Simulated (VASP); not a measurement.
Calculation: PBE GGA, VASP's PBE PAW potentials (set 64) (plane waves; VASP).

A VASP calculation is set up with these files.

**POSCAR**
```
MgS
11.0802220
  0.0000000000   0.7071067877   0.7071067877
  0.7071067877   0.0000000000   0.7071067877
  0.7071067877   0.7071067877   0.0000000000
Mg S
27 27
Cartesian
  0.0000000000   0.0000000000   0.0000000000
  0.2357022625   0.2357022625   0.0000000000
  0.4714045252   0.4714045252   0.0000000000
  0.2357022625   0.0000000000   0.2357022625
  0.4714045251   0.2357022625   0.2357022625
  0.7071067877   0.4714045252   0.2357022625
  0.4714045252   0.0000000000   0.4714045252
  0.7071067877   0.2357022625   0.4714045252
  0.9428090503   0.4714045252   0.4714045252
  0.0000000000   0.2357022625   0.2357022625
  0.2357022625   0.4714045251   0.2357022625
  0.4714045252   0.7071067877   0.2357022625
  0.2357022625   0.2357022625   0.4714045251
  0.4714045251   0.4714045251   0.4714045251
  0.7071067877   0.7071067877   0.4714045251
  0.4714045252   0.2357022625   0.7071067877
  0.7071067877   0.4714045251   0.7071067877
  0.9428090503   0.7071067877   0.7071067877
  0.0000000000   0.4714045252   0.4714045252
  0.2357022625   0.7071067877   0.4714045252
  0.4714045252   0.9428090503   0.4714045252
  0.2357022625   0.4714045252   0.7071067877
  0.4714045251   0.7071067877   0.7071067877
  0.7071067877   0.9428090503   0.7071067877
  0.4714045252   0.4714045252   0.9428090503
  0.7071067877   0.7071067877   0.9428090503
  0.9428090503   0.9428090503   0.9428090503
  0.2357022626   0.2357022626   0.2357022626
  0.4714045252   0.4714045252   0.2357022626
  0.7071067877   0.7071067877   0.2357022626
  0.4714045252   0.2357022626   0.4714045252
  0.7071067877   0.4714045252   0.4714045252
  0.9428090503   0.7071067877   0.4714045252
  0.7071067877   0.2357022626   0.7071067877
  0.9428090503   0.4714045252   0.7071067877
  1.1785113128   0.7071067877   0.7071067877
  0.2357022626   0.4714045252   0.4714045252
  0.4714045252   0.7071067877   0.4714045252
  0.7071067877   0.9428090503   0.4714045252
  0.4714045252   0.4714045252   0.7071067877
  0.7071067877   0.7071067877   0.7071067877
  0.9428090503   0.9428090503   0.7071067877
  0.7071067877   0.4714045252   0.9428090503
  0.9428090503   0.7071067877   0.9428090503
  1.1785113128   0.9428090503   0.9428090503
  0.2357022626   0.7071067877   0.7071067877
  0.4714045252   0.9428090503   0.7071067877
  0.7071067877   1.1785113128   0.7071067877
  0.4714045252   0.7071067877   0.9428090503
  0.7071067877   0.9428090503   0.9428090503
  0.9428090503   1.1785113128   0.9428090503
  0.7071067877   0.7071067877   1.1785113128
  0.9428090503   0.9428090503   1.1785113128
  1.1785113128   1.1785113128   1.1785113128
```

File QPOINTS:
```
k-points along high-symmetry lines
13
Line-mode
Cartesian
  0.000000   0.000000   0.000000 ! GAMMA
  0.000000   0.191451   0.000000 ! X

  0.000000   0.191451   0.000000 ! X
  0.047863   0.191451   0.047863 ! U

  0.143588   0.143588   0.000000 ! K
  0.000000   0.000000   0.000000 ! GAMMA

  0.000000   0.000000   0.000000 ! GAMMA
  0.095726   0.095726   0.095726 ! L

  0.095726   0.095726   0.095726 ! L
  0.095726   0.191451   0.000000 ! W

  0.095726   0.191451   0.000000 ! W
  0.000000   0.191451   0.000000 ! X
```

**KPOINTS**
```
Automatic mesh
0
Gamma
3 3 3
0 0 0
```

**INCAR**
```
ALGO=Normal
EDIFF=1E-7
ENCUT=400
GGA=PE
IBRION=6
ISIF=2
ISMEAR=0
LASPH=T
LCHARG=F
LPHON_DISPERSION=T
LREAL=F
LWAVE=F
NELM=100
NFREE=2
NSW=1
POTIM=0.015
PREC=Accurate
SIGMA=0.05
SYSTEM=MgS
```

POTCAR, in this order: Mg S (PBE.64 set). Program: vasp_std.

Output

### OSZICAR
```
       N       E                     dE             d eps       ncg     rms          rms(c)
DAV:   1     0.917804747121E+03    0.91780E+03   -0.74026E+04  1096   0.108E+03
DAV:   2    -0.140478017878E+03   -0.10583E+04   -0.10244E+04  1408   0.195E+02
DAV:   3    -0.238455721896E+03   -0.97978E+02   -0.97485E+02  1248   0.645E+01
DAV:   4    -0.240583697481E+03   -0.21280E+01   -0.21205E+01  1328   0.111E+01
DAV:   5    -0.240637344626E+03   -0.53647E-01   -0.53580E-01  1288   0.177E+00    0.228E+01
DAV:   6    -0.230676061903E+03    0.99613E+01   -0.22226E+01  1224   0.768E+00    0.183E+01
DAV:   7    -0.229575849520E+03    0.11002E+01   -0.59271E+00  1280   0.409E+00    0.110E+01
DAV:   8    -0.229579333469E+03   -0.34839E-02   -0.34413E-01  1280   0.144E+00    0.224E+00
DAV:   9    -0.229576811691E+03    0.25218E-02   -0.14925E-02  1328   0.277E-01    0.274E-01
DAV:  10    -0.229578041080E+03   -0.12294E-02   -0.27277E-03  1256   0.153E-01    0.857E-02
DAV:  11    -0.229578090417E+03   -0.49337E-04   -0.80869E-05  1424   0.217E-02    0.127E-02
DAV:  12    -0.229578087121E+03    0.32960E-05   -0.47024E-06  1288   0.400E-03    0.153E-02
DAV:  13    -0.229578088470E+03   -0.13493E-05   -0.32631E-06  1280   0.346E-03    0.102E-03
DAV:  14    -0.229578088459E+03    0.11005E-07   -0.40462E-08   800   0.501E-04
   1 F= -.22957809E+03 E0= -.22957809E+03  d E =-.687238E-14
 Found     2 degrees of freedom:
       N       E                     dE             d eps       ncg     rms          rms(c)
DAV:   1    -0.229577573206E+03    0.51526E-03   -0.95738E-03  1728   0.242E-01    0.967E-02
DAV:   2    -0.229577591097E+03   -0.17891E-04   -0.64651E-04  1960   0.555E-02    0.392E-02
DAV:   3    -0.229577587318E+03    0.37792E-05   -0.75575E-05  2008   0.194E-02    0.210E-02
DAV:   4    -0.229577585322E+03    0.19963E-05   -0.83772E-06  1960   0.672E-03    0.136E-02
DAV:   5    -0.229577583533E+03    0.17894E-05   -0.32515E-06  1944   0.550E-03    0.414E-03
DAV:   6    -0.229577583107E+03    0.42575E-06   -0.30244E-06  2008   0.555E-03    0.516E-03
DAV:   7    -0.229577583138E+03   -0.31103E-07   -0.17533E-06  1976   0.290E-03    0.350E-03
DAV:   8    -0.229577583134E+03    0.36052E-08   -0.13426E-07  1232   0.935E-04
   2 F= -.22957758E+03 E0= -.22957758E+03  d E =-.140643E-13
       N       E                     dE             d eps       ncg     rms          rms(c)
DAV:   1    -0.229577557826E+03    0.25312E-04   -0.33932E-02  1664   0.428E-01    0.180E-01
DAV:   2    -0.229577611352E+03   -0.53526E-04   -0.22084E-03  1952   0.106E-01    0.767E-02
DAV:   3    -0.229577597641E+03    0.13711E-04   -0.29273E-04  2016   0.382E-02    0.336E-02
DAV:   4    -0.229577590241E+03    0.73995E-05   -0.33119E-05  1984   0.139E-02    0.232E-02
DAV:   5    -0.229577584253E+03    0.59886E-05   -0.11694E-05  1944   0.113E-02    0.730E-03
DAV:   6    -0.229577583104E+03    0.11489E-05   -0.99633E-06  2080   0.987E-03    0.810E-03
DAV:   7    -0.229577583250E+03   -0.14615E-06   -0.50951E-06  1960   0.478E-03    0.634E-03
DAV:   8    -0.229577583155E+03    0.95042E-07   -0.38131E-07  1888   0.133E-03
   3 F= -.22957758E+03 E0= -.22957758E+03  d E =-.143201E-13
       N       E                     dE             d eps       ncg     rms          rms(c)
DAV:   1    -0.229576504050E+03    0.10792E-02   -0.26372E-01  1704   0.955E-01    0.266E-01
DAV:   2    -0.229577546815E+03   -0.10428E-02   -0.12159E-02  1872   0.248E-01    0.112E-01
DAV:   3    -0.229577468320E+03    0.78495E-04   -0.22807E-04  1984   0.395E-02    0.769E-02
DAV:   4    -0.229577415659E+03    0.52661E-04   -0.17356E-04  1936   0.288E-02    0.429E-02
DAV:   5    -0.229577415455E+03    0.20355E-06   -0.47810E-05  1984   0.149E-02    0.166E-02
DAV:   6    -0.229577413505E+03    0.19502E-05   -0.42084E-06  2008   0.505E-03    0.112E-02
DAV:   7    -0.229577409185E+03    0.43199E-05   -0.47073E-06  2280   0.722E-03    0.227E-03
DAV:   8    -0.229577408094E+03    0.10916E-05   -0.32665E-06  2000   0.433E-03    0.373E-03
DAV:   9    -0.229577407443E+03    0.65089E-06   -0.87926E-07  1984   0.259E-03    0.171E-03
DAV:  10    -0.229577406340E+03    0.11029E-05   -0.95838E-07  1864   0.389E-03    0.222E-03
DAV:  11    -0.229577405799E+03    0.54140E-06   -0.17053E-06  2000   0.408E-03    0.374E-03
DAV:  12    -0.229577405794E+03    0.47985E-08   -0.93145E-07  1984   0.204E-03
   4 F= -.22957741E+03 E0= -.22957741E+03  d E =-.141192E-13
       N       E                     dE             d eps       ncg     rms          rms(c)
DAV:   1    -0.229574923747E+03    0.24821E-02   -0.90990E-01  1672   0.170E+00    0.453E-01
DAV:   2    -0.229577759385E+03   -0.28356E-02   -0.34849E-02  1872   0.417E-01    0.188E-01
DAV:   3    -0.229577529824E+03    0.22956E-03   -0.69014E-04  1976   0.656E-02    0.128E-01
DAV:   4    -0.229577394834E+03    0.13499E-03   -0.65512E-04  1976   0.542E-02    0.648E-02
DAV:   5    -0.229577408515E+03   -0.13681E-04   -0.15161E-04  1928   0.258E-02    0.296E-02
DAV:   6    -0.229577407598E+03    0.91718E-06   -0.28490E-06  1952   0.386E-03    0.242E-02
DAV:   7    -0.229577405825E+03    0.17733E-05   -0.64101E-06  1928   0.514E-03    0.472E-03
DAV:   8    -0.229577405797E+03    0.28300E-07   -0.70319E-07  1960   0.233E-03
   5 F= -.22957741E+03 E0= -.22957741E+03  d E =-.132190E-13
```

**OUTCAR**
```
------------------------ aborting loop because EDIFF is reached ----------------------------------------
  FORCE on cell =-STRESS in cart. coord.  units (eV):
  Direction    XX          YY          ZZ          XY          YZ          ZX
  --------------------------------------------------------------------------------------
  Total       -0.0056429     -0.0110153     -0.0110153      0.0000000      0.0000000      0.0000000
  in kB       -0.0093990     -0.0183475     -0.0183475      0.0000000      0.0000000      0.0000000
  external PRESSURE =      -0.0153647 kB  Pullay stress =       0.0000000 kB
  volume of cell :      961.90
      direct lattice vectors                 reciprocal lattice vectors
     0.000000000  7.834900186  7.834900186    -0.063817022  0.063817022  0.063817022
     7.834900186  0.000000000  7.834900186     0.063817022 -0.063817022  0.063817022
     7.834900186  7.834900186  0.000000000     0.063817022  0.063817022 -0.063817022
 POSITION                                       TOTAL-FORCE (eV/Angst)
 -----------------------------------------------------------------------------------
      0.00000      0.00000      0.00000        -0.000054      0.001603      0.001603
      2.61163      2.61163      0.00000        -0.004231      0.000000      0.000064
      5.22327      5.22327      0.00000        -0.000046      0.001605     -0.001605
      2.61163      0.00000      2.61163        -0.004231      0.000064     -0.000000
      5.22327      2.61163      2.61163        -0.016552      0.000000     -0.000000
      7.83490      5.22327      2.61163         0.001458      0.002504     -0.000000
      5.22327      0.00000      5.22327        -0.000046     -0.001605      0.001605
      7.83490      2.61163      5.22327         0.001458      0.000000      0.002504
     10.44653      5.22327      5.22327         0.000200     -0.000004     -0.000004
      0.00000      2.61163      2.61163        -0.019007      0.000000     -0.000000
      2.61163      5.22327      2.61163        -0.004231     -0.000064     -0.000000
      5.22327      7.83490      2.61163         0.001458      0.002500     -0.000000
      2.61163      2.61163      5.22327        -0.004231      0.000000     -0.000064
      5.22327      5.22327      5.22327        -0.000046      0.001605      0.001605
      7.83490      7.83490      5.22327        -0.000054      0.001603     -0.001603
      5.22327      2.61163      7.83490         0.001458      0.000000      0.002500
      7.83490      5.22327      7.83490        -0.000054     -0.001603      0.001603
     10.44653      7.83490      7.83490         0.000200      0.000004      0.000004
      0.00000      5.22327      5.22327        -0.000054     -0.001603     -0.001603
      2.61163      7.83490      5.22327         0.000200      0.000004     -0.000004
      5.22327     10.44653      5.22327         0.001458      0.000000     -0.002500
      2.61163      5.22327      7.83490         0.000200     -0.000004      0.000004
      5.22327      7.83490      7.83490        -0.000046     -0.001605     -0.001605
      7.83490     10.44653      7.83490         0.001458      0.000000     -0.002504
      5.22327      5.22327     10.44653         0.001458     -0.002500     -0.000000
      7.83490      7.83490     10.44653         0.001458     -0.002504     -0.000000
     10.44653     10.44653     10.44653         0.001342      0.000000     -0.000000
      2.59663      2.61163      2.61163         0.091094      0.000000     -0.000000
      5.22327      5.22327      2.61163        -0.006734     -0.010015     -0.000000
      7.83490      7.83490      2.61163        -0.006757     -0.010106     -0.000000
      5.22327      2.61163      5.22327        -0.006734      0.000000     -0.010015
      7.83490      5.22327      5.22327        -0.000477     -0.000230     -0.000230
     10.44653      7.83490      5.22327         0.001661      0.000011     -0.000011
      7.83490      2.61163      7.83490        -0.006757      0.000000     -0.010106
     10.44653      5.22327      7.83490         0.001661     -0.000011      0.000011
     13.05817      7.83490      7.83490        -0.000479     -0.000232     -0.000232
      2.61163      5.22327      5.22327         0.001661     -0.000011     -0.000011
      5.22327      7.83490      5.22327        -0.000479     -0.000232      0.000232
      7.83490     10.44653      5.22327        -0.006757      0.000000      0.010106
      5.22327      5.22327      7.83490        -0.000479      0.000232     -0.000232
      7.83490      7.83490      7.83490        -0.000477      0.000230      0.000230
     10.44653     10.44653      7.83490         0.000463      0.000000     -0.000002
      7.83490      5.22327     10.44653        -0.006757      0.010106     -0.000000
     10.44653      7.83490     10.44653         0.000463     -0.000002     -0.000000
     13.05817     10.44653     10.44653        -0.001365      0.000000     -0.000000
      2.61163      7.83490      7.83490         0.001661      0.000011      0.000011
      5.22327     10.44653      7.83490        -0.006734      0.000000      0.010015
      7.83490     13.05817      7.83490        -0.000477     -0.000230      0.000230
      5.22327      7.83490     10.44653        -0.006734      0.010015     -0.000000
      7.83490     10.44653     10.44653        -0.001364      0.000000     -0.000000
     10.44653     13.05817     10.44653         0.000463      0.000002     -0.000000
      7.83490      7.83490     13.05817        -0.000477      0.000230     -0.000230
     10.44653     10.44653     13.05817         0.000463      0.000000      0.000002
     13.05817     13.05817     13.05817        -0.000479      0.000232      0.000232
 -----------------------------------------------------------------------------------
    total drift:                                0.000061      0.000000     -0.000000
  FREE ENERGIE OF THE ION-ELECTRON SYSTEM (eV)
  ---------------------------------------------------
  free  energy   TOTEN  =      -229.5774057966 eV

  energy  without entropy=     -229.5774057966  energy(sigma->0) =     -229.57740580
```
(Selected blocks of OUTCAR.)

The cell is a supercell, built from MgS (rock salt).
